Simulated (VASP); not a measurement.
Input:

```
Ge
1.0
    0.00000     2.82900     2.82900
    2.82900     0.00000     2.82900
    2.82900     2.82900     0.00000
Ge
2
Direct
  0.00000   0.00000   0.00000
  0.25000   0.25000   0.25000
```

Method: revPBE GGA, VASP's PBE PAW potentials (set 64) (plane waves; VASP). Numerical set-up: 520 eV cut-off, 7×7×7 Γ-centred mesh, Gaussian smearing of 0.050 eV, potentials Ge_d.

Energy and stress use the plane-wave basis of the starting cell.

Problem. The ions, cell shape and volume are relaxed. Which structure does the run end with?

Solution. 
```
Ge
1.0
    0.00000     2.89797     2.89797
    2.89797     0.00000     2.89797
    2.89797     2.89797     0.00000
Ge
2
Direct
  0.00000   0.00000   0.00000
  0.25000   0.25000   0.25000
```
Space group Fd-3m (227), at a tolerance of 0.03 Å.

Problem. How do energy and volume change from the first to the last step?

Solution. The energy (σ→0) changes by -23.8 meV/atom and the volume by +7.5 %, in 3 ionic steps.

The compound is Ge in the diamond structure. This run relaxes it. Symmetry was kept, so distortions that lower it aren't found.
